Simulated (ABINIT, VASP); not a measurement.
An input for ABINIT (LDA (PW92), PAW (JTH v2.0 LDA PAW)):

```
# KMgH3, JTH v2.0 LDA PAW
pp_dirpath "./"
pseudos "K.LDA_PW-JTH.xml, Mg.LDA_PW-JTH.xml, H.LDA_PW-JTH.xml"
acell 3*1.0
rprim
         7.5364167576    0.0000000000    0.0000000000
         0.0000000000    7.5364167576    0.0000000000
         0.0000000000    0.0000000000    7.5364167576
natom 5
ntypat 3
znucl 19 12 1
typat 1 2 3 3 3
xred
         0.0000000000    0.0000000000    0.0000000000
         0.5000000000    0.5000000000    0.5000000000
         0.5000000000    0.0000000000    0.5000000000
         0.0000000000    0.5000000000    0.5000000000
         0.5000000000    0.5000000000    0.0000000000
ecut 30
pawecutdg 60
pawxcdev 0
ixc 7
occopt 1
nband 13
kptopt 1
ngkpt 4 4 4
nshiftk 1
shiftk 0 0 0
nstep 50
tolvrs 1.0e-11
diemac 4
prtwf 0
prtden 0
```

Question: Translate it to VASP.

Answer: One set of files that does it:

File KPOINTS:
```
Automatic
0
G
  4 4 4
```

POSCAR:
```
KMgH3
1
    3.9881000000     0.0000000000     0.0000000000
    0.0000000000     3.9881000000     0.0000000000
    0.0000000000     0.0000000000     3.9881000000
K Mg H
1 1 3
Direct
  0.0000000000   0.0000000000   0.0000000000
  0.5000000000   0.5000000000   0.5000000000
  0.5000000000   0.0000000000   0.5000000000
  0.0000000000   0.5000000000   0.5000000000
  0.5000000000   0.5000000000   0.0000000000
```

**INCAR**
```
SIGMA=0.01   # width (eV)
ALGO=Normal   # blocked Davidson
ISIF=2
ENCUT=300   # plane-wave cut-off (eV)
EDIFF=1E-6
LCHARG=.False.
LASPH=.True.   # aspherical one-centre terms
LREAL=.False.   # projection in real space or not
NELM=100   # most electronic steps
LWAVE=.False.
PREC=Accurate
SYSTEM=KMgH3
ISMEAR=0   # Gaussian
```

POTCAR, in this order: K_sv Mg H (LDA.64 set). Program: vasp_std.

Both are inputs of real runs that ended normally. What can't carry over is the choice of potentials or basis and its cut-off, and each code's defaults.

Fixed occupations appear in VASP as a very narrow Gaussian smearing.

VASP's LDA is the Perdew-Zunger fit; the other code's may be Perdew-Wang, which differs slightly.

The structure comes from a computed database's KMgH3 entry (Pm-3m); how it stands against other phases isn't given here. The cell was not relaxed at this level, and it may have been scaled.
